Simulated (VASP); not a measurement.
Input:

```xyz
6
Lattice="5.0036 0.0000 0.0000 0.0000 5.0036 0.0000 0.0000 0.0000 3.4254" Properties=species:S:1:pos:R:3 pbc="T T T"
Pb     0.0000     0.0000     0.0000
Pb     2.5018     2.5018     1.7127
O      1.5379     1.5379     0.0000
O      4.0397     0.9639     1.7127
O      0.9639     4.0397     1.7127
O      3.4656     3.4656     0.0000
```

Method: MS2 meta-GGA, VASP's PBE PAW potentials (set 64) (plane waves; VASP). Settings: 520 eV cut-off, 5×5×7 Γ-centred mesh, tetrahedra with Blöchl corrections, potentials Pb_d O.

The path is coarsely sampled, so an indirect gap can come out somewhat too large. Unless said otherwise, spin-orbit coupling is left out, though it shifts the bands of the heavy elements here.

Problem. What does the run give for the energy per atom (σ→0), band gap (over mesh and band path) with the smallest direct gap where there is one?

Solution. 
The band gap (over mesh and band path) is 0.03 eV and the smallest direct gap (over mesh and band path) is 0.07 eV. The energy per atom (σ→0) is -225 meV/atom.

The compound is PbO2 in the rutile structure. It was relaxed first.
